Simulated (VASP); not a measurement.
A run of VASP 6.6.1:

INCAR

```
PREC = Accurate
ENCUT = 450
EDIFF = 1E-5
ISMEAR = 0
SIGMA = 0.03
LREAL = Auto
LASPH = True
NELM = 120
ALGO = Normal
ISIF = 2
LWAVE = False
LCHARG = False
ISPIN = 2
MAGMOM = 3 0 0 0 0 0 0 0 0 0 0 0 0 0 0 0 0 0 0 0 0 0 0 0
LORBIT = 11
NUPDOWN = 3
LMAXMIX = 4
LDAU = True
LDAUTYPE = 2
LDAUL = 2 -1
LDAUU = 7 0
LDAUJ = 0 0
LDAUPRINT = 1
GGA = PS
ISYM = 0
KPAR = 4
```

The input KPOINTS:

```
regular mesh
0
Gamma
  3 4 4
```

Contents of POSCAR:

```
CuC23                                   
1.0
    0.0000000000      5.3503200000      5.3503200000
    3.5668800000      0.0000000000      3.5668800000
    3.5668800000      3.5668800000      0.0000000000
  Cu              C             
     1    23
Direct
     0.9891749490426134    0.0052091512536081    0.0054988447280119
     0.0029833938042725    0.0004793177971766    0.4986144325602015
     0.0030015768242495    0.4974039034356876    0.0018205757770853
     0.0038018294796008    0.4973758251577220    0.4983619859358297
     0.3325028267884217    0.0024397373003014    0.0035789567684408
     0.3382852002068796    0.9989541686812496    0.4946311073001776
     0.3382167926508654    0.4937469691118515    0.0000188991123135
     0.3334055189565009    0.5004304555073145    0.5015859143022854
     0.6669475065027305    0.9985590306757702    0.9998292278683700
     0.6612632097800928    0.0016231510021443    0.5076013228733718
     0.6612797851069758    0.5062738450434873    0.0029584116472518
     0.6679956482958720    0.4993898586836265    0.5006521836551162
     0.0947462908123754    0.1373276683037249    0.1385759037547215
     0.0984962101536573    0.1353810731281372    0.5820148048432495
     0.0983352020918146    0.5815419593676894    0.1363484174090810
     0.0856986152007730    0.6239943290718488    0.6253218106889851
     0.4247719511482543    0.1186351899916196    0.1196288881515760
     0.4126602323489508    0.1254810149101218    0.6324452504321406
     0.4126845905428448    0.6313086280815602    0.1266770749158437
     0.4183487154567493    0.6238590820616761    0.6249845809179163
     0.7058362312015017    0.1481026222974404    0.1494633762535585
     0.7517038405515087    0.1257886959868203    0.6249047526141768
     0.7517233941898036    0.6235922682750099    0.1271054689868618
     0.7501194888627183    0.6245020548744306    0.6257768085034408
```

Potentials or basis: VASP PAW PBE potentials, release 64 (Cu, C).

Launch:

```console
$ cat potpaw_PBE.64/Cu/POTCAR potpaw_PBE.64/C/POTCAR > POTCAR
$ mpirun -np 4 vasp_std > vasp.out
```

Hardware: 4 MPI ranks on Intel(R) Xeon(R) Platinum 8488C (Sapphire Rapids), with other jobs on the host.

Problem. Estimate the wall time of this run.

Solution. It took 4.7 min on 4 MPI ranks on Intel(R) Xeon(R) Platinum 8488C (Sapphire Rapids), on a shared host, peak memory 0.45 GiB a rank. Counts: scf iterations 15, k points 26.
